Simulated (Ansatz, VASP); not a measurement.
# Cross-check of SrNi2As2 between VASP and Ansatz, part 2 of 2

Aim: how closely do two programs agree when they are given the same cell, functional and k mesh? The cell is taken from a series of runs on this material, whose earlier steps may have relaxed, scaled, displaced or heated it; both programs get it as it stands.

VASP 6.6.1 and Ansatz 0.2.0.

So far: Set-up; VASP: relaxation of cell and atoms, PBEsol.

### Step 3. Ansatz: relaxation of cell and atoms, PBEsol

Level of this step: Ansatz beside VASP: Kohn-Sham DFT, plane waves, PBEsol (Ansatz).

Ansatz runs on its PAW soft_1 files.

The same cell, functional, mesh and smearing now go to Ansatz, which takes its cutoff from its data sets.

Input file input.yaml:

```yaml
crystal:
  lattice:
    - [-2.055036383, 2.055036383, 5.0695507637]
    - [2.055036383, -2.055036383, 5.0695507637]
    - [2.055036383, 2.055036383, -5.0695507637]
  atoms:
    - { symbol: Sr, position: [0.0, 0.0, 0.0] }
    - { symbol: Ni, position: [0.75, 0.25, 0.5] }
    - { symbol: Ni, position: [0.25, 0.75, 0.5] }
    - { symbol: As, position: [0.6380237985, 0.6380237985, 0.0] }
    - { symbol: As, position: [0.3619762015, 0.3619762015, 0.0] }
kpoints:
  mp_grid: { grid: [10, 10, 10] }
hamiltonian:
  xc: pbesol
  pseudopotentials: { kind: paw, azcp: { folder: soft_1 }, xc_functional: pbe }
scf:
  occupations: { method: methfessel_paxton, width: 0.2 }
output:
  forces: true
  stress: true
  eigenvalues: true
relax:
  adjacent_minimum: "off"
  f_tol: 0.001
  max_steps: 60
  cell: { stress_tol: 0.01 }
```

Started as:

```
> ansatz run input.yaml --threads 8 --pin off --max-ram 20480MiB --backend cpu --events-out ev --progress --plain --runs-dir out
```

Numbers of over 12 decimals in the logs are rounded to 6 here.

The program printed:

```text
basis.fft_grid_basis auto: the FFT boxes are laid along the combinations [[1, 0, 1], [0, 1, 1], [0, 0, 1]] of the cell's own vectors, 4.110, 4.110 and 5.844 Å long. The dense box has 30×30×40 points. Along the cell's own vectors, as sized, it would have 40×40×40, 1.78 times as many. Of the 16 symmetry operations that the crystal satisfies within crystal.symmetry.tolerance (time reversal apart; of a slab, those that k [...]
Engine: ansatz 0.2.0, aarch64-unknown-linux-gnu
Pseudopotentials: kind: paw
Pseudopotential: Sr, paw, valence charge 10, recommended cutoff 420 eV (normal), soft_1/Sr.paw.azcp
Pseudopotential: Ni, paw, valence charge 18, recommended cutoff 420 eV (normal), soft_1/Ni.paw.azcp
Pseudopotential: As, paw, valence charge 15, recommended cutoff 420 eV (normal), soft_1/As.paw.azcp
Functional definition: PBEsol
  exchange = pbesol_x
  correlation = pbesol_c
Crystal: 5 atoms, lattice volume = 85.638 Å³
Basis set: ecut = 420 eV, 1677 PW (Γ), FFT grids on a1+a3, a2+a3, a3, exchange–correlation on 60×60×80 points (8 copies of the dense FFT grid, shifted against one another)
Bands: 46, of which v1, the nominal top of the filled ones, is band 38 counted from 1 (37 counted from 0)
Symmetry: 16 space group operations
Space group: I4/mmm (ITA 139), of the structure as read, at distance tolerance 4.4e-5 Å
k-points: 102 of 1000
Non-local potential: Sr, projectors of the file, l = 0: 3, l = 1: 2, l = 2: 2
Non-local potential: Ni, projectors of the file, l = 0: 3, l = 1: 2, l = 2: 3, l = 3: 1
Non-local potential: As, projectors of the file, l = 0: 2, l = 1: 2, l = 2: 3, l = 3: 1
PAW form: soft (Blöchl's): semilocal exchange-correlation on the pseudo side does not see the compensation charge
PAW frozen core: Sr, regenerated for the run's functional, and the local potential with it (the file was generated under x = pbe(κ = 0.804, μ = 0.219515), c = pbe(β = 0.066725))
PAW frozen core: Ni, regenerated for the run's functional, and the local potential with it (the file was generated under x = pbe(κ = 0.804, μ = 0.219515), c = pbe(β = 0.066725))
PAW frozen core: As, regenerated for the run's functional, and the local potential with it (the file was generated under x = pbe(κ = 0.804, μ = 0.219515), c = pbe(β = 0.066725))
PAW one-centre angular grid: Sr, 110 points (default); XC on 64 Gauss nodes
PAW one-centre angular grid: Ni, 590 points (default); XC on 64 Gauss nodes
PAW one-centre angular grid: As, 590 points (default); XC on 64 Gauss nodes
Initial density: superposition of atomic densities (chi_scale 0.1, normalization cell, long waves kept (reshape's long-wave potential 0.00 eV rms))
Initial wavefunctions: pseudopotential atomic-orbital guess
Functional: x = pbesol(κ = 0.804, μ = 0.123457), c = pbesol(β = 0.046)
SCF iter   1: F=—  HF=-24734.259901 eV  |F-HF|=—  |Δ(HF+E_count)|=         —  Δρ=1.24e-1  dr2=1.35e1  ethr=3.10e-3  ⟨swp⟩=7.6  Hψ=20358  notcnv=0  defer=2
preconditioner: auto → Kerker (q_TF=auto, 2.675 Å⁻¹)  [metal: Δε(μ)=0.025 eV  Ē_g=9.897 eV  σ=0.200 eV  W_gap=0.10  n_scr=32 (ndim 8)  ℏωp=24.7 eV  f_vac=0.000  D(μ)=1.49/eV (n_scr^D=10)]
SCF iter   2: F=—  HF=-24732.544405 eV  |F-HF|=—  |Δ(HF+E_count)|=    1.72e0  S|Δr|=    0.00e0  Δρ=3.65e-2  dr2=2.28e0  ethr=3.10e-3  ⟨swp⟩=3.2  Hψ=8372  notcnv=0  defer=242
SCF iter   3: F=—  HF=-24731.905987 eV  |F-HF|=—  |Δ(HF+E_count)|=   6.38e-1  S|Δr|=    0.00e0  Δρ=1.89e-2  dr2=5.65e-1  ethr=3.00e-3  ⟨swp⟩=2.7  Hψ=6253  notcnv=0  defer=233
SCF iter   4: F=—  HF=-24731.776284 eV  |F-HF|=—  |Δ(HF+E_count)|=   1.30e-1  S|Δr|=    0.00e0  Δρ=8.26e-3  dr2=4.82e-2  ethr=7.44e-4  ⟨swp⟩=2.3  Hψ=6932  notcnv=0  defer=230
SCF iter   5: F=—  HF=-24731.773301 eV  |F-HF|=—  |Δ(HF+E_count)|=   2.98e-3  S|Δr|=    0.00e0  Δρ=3.14e-3  dr2=8.30e-3  ethr=6.35e-5  ⟨swp⟩=1.5  Hψ=5611  notcnv=0  defer=220
SCF iter   6: F=—  HF=-24731.771655 eV  |F-HF|=—  |Δ(HF+E_count)|=   1.65e-3  S|Δr|=    0.00e0  Δρ=1.24e-3  dr2=1.70e-3  ethr=1.09e-5  ⟨swp⟩=2.0  Hψ=5530  notcnv=0  defer=220
SCF iter   7: F=—  HF=-24731.771365 eV  |F-HF|=—  |Δ(HF+E_count)|=   2.90e-4  S|Δr|=    0.00e0  Δρ=4.90e-4  dr2=2.56e-4  ethr=2.24e-6  ⟨swp⟩=2.0  Hψ=7501  notcnv=0  defer=220
SCF iter   8: F=—  HF=-24731.771291 eV  |F-HF|=—  |Δ(HF+E_count)|=   7.38e-5  S|Δr|=    0.00e0  Δρ=1.97e-4  dr2=3.99e-5  ethr=3.37e-7  ⟨swp⟩=2.0  Hψ=6750  notcnv=0  defer=220
SCF iter   9: F=—  HF=-24731.771279 eV  |F-HF|=—  |Δ(HF+E_count)|=   1.22e-5  S|Δr|=    0.00e0  Δρ=4.34e-5  dr2=1.87e-6  ethr=5.26e-8  ⟨swp⟩=2.0  Hψ=7526  notcnv=0  defer=220
[...]
Crystal: 5 atoms, lattice volume = 85.645 Å³
iter 1 solved again at ethr=9.95e-9 eV; its pass at ethr=3.10e-3 eV (dr2=7.56e-6 eV) is discarded
[...]
preconditioner: auto → Kerker (q_TF=auto, 2.675 Å⁻¹)  [metal: Δε(μ)=0.031 eV  Ē_g=9.487 eV  σ=0.200 eV  W_gap=0.13  n_scr=32 (ndim 8)  ℏωp=24.7 eV  f_vac=0.000  D(μ)=2.48/eV (n_scr^D=14)]
[...]
SCF 3 converged in 5 iterations: F = -24731.771341 eV  dr2 = 2.52e-9
relax step   3: F+E_penalty+E_count = -24731.77134067 eV  Δ(F+E_penalty+E_count) = -1.017e-5 eV  max|allowed force component| = 4.117e-4 eV/Å  Δτ_max = 0.0003 Å  P = +0.001 GPa  Ω = 85.645 Å³  energy of the carried Pulay correction = -1.638e-6 eV  (5 SCF iters, dr2 threshold 4.45e-9 eV, accepted)
Initial wavefunctions: pseudopotential atomic-orbital guess (no wavefunctions were taken with the density)
[...]
SCF iter   1: F=—  HF=-24731.771332 eV  |F-HF|=—  |Δ(HF+E_count)|=         —  Δρ=1.04e-5  dr2=1.87e-7  ethr=1.14e-5  ⟨swp⟩=2.7  Hψ=29806  notcnv=0
eigensolver tolerance schedule: the retry pair's looser diagonalisation over-reported the residual by 46520.12 of it (diagonalisation noise at an unbounded share of the residual, at the tolerance the schedule requests for it); recorded, not acted on — ethr = c·dr2/N_el stays at c = 1.0e-1
preconditioner: auto → Kerker (q_TF=auto, 2.675 Å⁻¹)  [metal: Δε(μ)=0.032 eV  Ē_g=9.487 eV  σ=0.200 eV  W_gap=0.13  n_scr=32 (ndim 8)  ℏωp=24.7 eV  f_vac=0.000  D(μ)=2.48/eV (n_scr^D=14)]
SCF iter   2: F=—  HF=-24731.771342 eV  |F-HF|=—  |Δ(HF+E_count)|=   9.79e-6  S|Δr|=    0.00e0  Δρ=5.46e-6  dr2=2.21e-8  ethr=2.45e-10  ⟨swp⟩=4.2  Hψ=16217  notcnv=0
SCF iter   3: F=—  HF=-24731.771342 eV  |F-HF|=—  |Δ(HF+E_count)|=   4.71e-9  S|Δr|=    0.00e0  Δρ=2.71e-6  dr2=8.44e-9  ethr=2.91e-11  ⟨swp⟩=2.4  Hψ=8156  notcnv=0
SCF iter   4: F=—  HF=-24731.771342 eV  |F-HF|=—  |Δ(HF+E_count)|=   2.15e-9  S|Δr|=    0.00e0  Δρ=1.31e-6  dr2=3.01e-9  ethr=1.11e-11  ⟨swp⟩=1.1  Hψ=4710  notcnv=0
SCF iter   5: F=—  HF=-24731.771342 eV  |F-HF|=—  |Δ(HF+E_count)|=  8.84e-10  S|Δr|=    0.00e0  Δρ=5.56e-7  dr2=5.97e-10  ethr=3.95e-12  ⟨swp⟩=2.0  Hψ=6405  notcnv=0
SCF iter   6: F=—  HF=-24731.771342 eV  |F-HF|=—  |Δ(HF+E_count)|=  1.06e-10  S|Δr|=    0.00e0  Δρ=3.69e-7  dr2=2.76e-10  ethr=1.00e-12  ⟨swp⟩=2.0  Hψ=5605  notcnv=0
SCF iter   7: F=—  HF=-24731.771342 eV  |F-HF|=—  |Δ(HF+E_count)|=  9.09e-11  S|Δr|=    0.00e0  Δρ=2.36e-7  dr2=8.61e-11  ethr=1.00e-12  ⟨swp⟩=1.0  Hψ=4693  notcnv=0
SCF iter   8: F=—  HF=-24731.771342 eV  |F-HF|=—  |Δ(HF+E_count)|=  2.18e-11  S|Δr|=    0.00e0  Δρ=1.08e-7  dr2=2.27e-11  ethr=1.00e-12  ⟨swp⟩=1.0  Hψ=4692  notcnv=0
SCF iter   9: F=—  HF=-24731.771342 eV  |F-HF|=—  |Δ(HF+E_count)|=    0.00e0  S|Δr|=    0.00e0  Δρ=5.71e-8  dr2=5.95e-12  ethr=1.00e-12  ⟨swp⟩=1.0  Hψ=4692  notcnv=0
SCF iter  10: F=-24731.771342 eV  HF=-24731.771342 eV  |F-HF|=3.64e-12  |Δ(HF+E_count)|=  3.64e-12  S|Δr|=    0.00e0  Δρ=7.32e-9  dr2=5.91e-14  ethr=1.00e-12  ⟨swp⟩=6.1  Hψ=20933  notcnv=0
SCF 4 converged in 10 iterations: F = -24731.771342 eV  dr2 = 5.91e-14
relax step   4: F+E_penalty+E_count = -24731.77134213 eV  Δ(F+E_penalty+E_count) = -1.460e-6 eV  max|allowed force component| = 4.072e-4 eV/Å  Δτ_max = 0.0000 Å  P = +0.001 GPa  Ω = 85.645 Å³  stress off target by 1.49e-3 GPa  SCF on the basis re-selected at this cell (its energy is not comparable with the rows above)  (10 SCF iters)
basis re-selected at this cell: Δ(F+E_penalty+E_count) = -1.460e-6 eV, ΔP = +0.000 GPa vs the last step (what re-selecting the basis moved, of the pressure what is left beyond the Pulay correction that the steps carried, after the strain that the cell walked since its last selection, with what the two solves' SCF thresholds leave and, on support functions, any second-order correction that the steps lacked; it is no m [...]
SCF converged after 10 iterations
Stability not checked: this state was not tested for a lower state beside it, because cold or Methfessel-Paxton smearing, or corrected tetrahedra, fill the levels in a way that the test cannot read (fill_not_monotonic; see scf.lower_state_search)
Free energy (F): -24731.771342 eV
Harris-Foulkes:  -24731.771342 eV  (|F-HF|=3.64e-12)
Internal energy: -24731.775865 eV  (E = F + TS)
E sigma→0 (E₀):  -24731.772473 eV
Entropy (-TS):   0.004523 eV (0.905 meV/atom)
Fermi energy:    13.273282 eV
--- Per-component energies (eV) ---
  E_band       = -1169.303010
  E_kinetic    = 1118.207470
  E_local      = -12551.764030  (includes V_loc(G=0)·N_el)
  E_nonlocal   = -775.602601
  E_hartree    = 6557.934852
  E_xc         = -541.078184
  E_vxc        = -597.727829  (∫ρ·V_xc dr)
  E_paw        = -9834.738326  (= ΣΔE_a)
  E_vpaw       = -1478.287275  (= ΣTr[D̂ρ^β])
  E_aug_tail   = 0.001528  (compensation charges beyond the density's cutoff)
  E_ewald      = -8707.198361
  E_core_change = 2.461787  (= ΣΔE_core)
  E_smearing   = 0.004523  (= −TS)
  E_closure    = -0.000000  (closes the sum)
  Σ components = -24731.771342   (vs F -24731.771342, Δ=0.00e0)
--- Forces (eV/Å), atoms counted from 1 ---
  atom   1  Sr    -0.00000000     0.00000000     0.00000000
  atom   2  Ni     0.00000000     0.00000000     0.00000000
  atom   3  Ni     0.00000000    -0.00000000     0.00000000
  atom   4  As     0.00000000    -0.00000000    -0.00040722
  atom   5  As     0.00000000    -0.00000000     0.00040722
  max |Σ_I F_I| component: 9.11e-18 eV/Å
--- Stress (GPa, compression-positive) ---
        0.001490      -0.000000       0.000000
       -0.000000       0.001490      -0.000000
        0.000000      -0.000000       0.000001
  P = ⅓ Tr σ = 0.0010 GPa (0.010 kbar)
--- Band table (eV; the first three rows and the last of 102) ---
  k-point 0: bands = [... 34 lower, 11.9455, 11.9455, 12.4188, 13.8456, 14.3350, 14.3350, 16.1880, 16.2065, ... 4 higher]
  k-point 1: bands = [... 34 lower, 11.7946, 11.8834, 12.5436, 13.3160, 13.7846, 15.2166, 16.3265, 16.7754, ... 4 higher]
  k-point 2: bands = [... 34 lower, 11.6468, 11.7313, 12.6218, 12.8588, 13.2351, 16.3909, 16.6120, 17.1461, ... 4 higher]
  k-point 101: bands = [... 34 lower, 12.1137, 12.4187, 13.5678, 13.6989, 14.1382, 15.3357, 15.3493, 15.3493, ... 4 higher]
--- Relaxed structure (3 steps of the walk, 3 accepted, 1 SCFs on fresh bases) ---
  F+E_penalty+E_count = -24731.77134213 eV   max|allowed force component| = 4.072e-4 eV/Å   (the final SCF, on the basis selected at the relaxed cell)
  cell:  # Å, volume = 85.6453 Å³
    - [-2.056408, 2.056408, 5.063198]
    - [2.056408, -2.056408, 5.063198]
    - [2.056408, 2.056408, -5.063198]
  atoms:
    - { symbol: Sr, position: [0, 0, 0] }
    - { symbol: Ni, position: [0.750000, 0.250000, 0.500000] }
    - { symbol: Ni, position: [0.250000, 0.750000, 0.500000] }
    - { symbol: As, position: [0.638173, 0.638173, 0] }
    - { symbol: As, position: [0.361827, 0.361827, 0] }
```

The column dr2 measures how far the density is from self-consistency, as an energy; F and HF (Harris–Foulkes) agree once it is small.

### Step 4. Comparison

Known differences besides the potentials themselves: the data sets hold 76 valence electrons in Ansatz (on its PAW soft_1 files) and 40 in VASP; the cutoff is 420 eV in Ansatz and 600 eV in VASP; Ansatz makes its cores anew for this functional, VASP keeps those of its PBE data sets; Ansatz adds a Pulay correction to the stress that steers its cell, VASP none. Total energies have different zeros and are not compared.

Both answers:

| quantity | Ansatz | VASP | difference |
| --- | --- | --- | --- |
| volume (Å³) | 85.65 | 85.96 | -0.37 % |
| edge a after relaxation, in the typed setting (Å) | 5.839 | 5.844 | -0.09 % |

### Step 5. Summary of results

```
difference in volume (relaxation of cell and atoms, PBEsol) : -0.37 %
```

**Reading.** The difference in volume is -0.37 % (relaxation of cell and atoms, PBEsol), within the 1.2 % picked in this series as the mark of a large difference, as far as the stopping tolerances let one tell. The data sets hold unlike numbers of valence electrons (76 in Ansatz and 40 in VASP), so part of the differences comes from the potentials. How closely two codes agree says nothing of how well the functional describes the real material.

[Lines on the potential files, build, host, timing and source positions are cut from VASP's logs without a mark.]

[Logs are printed without paths, hosts, clocks, repeated set-up lines and the standing remarks that a program may print on its own settings, such as how far it seeks lower states.]

[Hosts, paths, dates, database ids (printed as entryN), source tags and the programs' standing remarks are cut or masked in the printed files.]
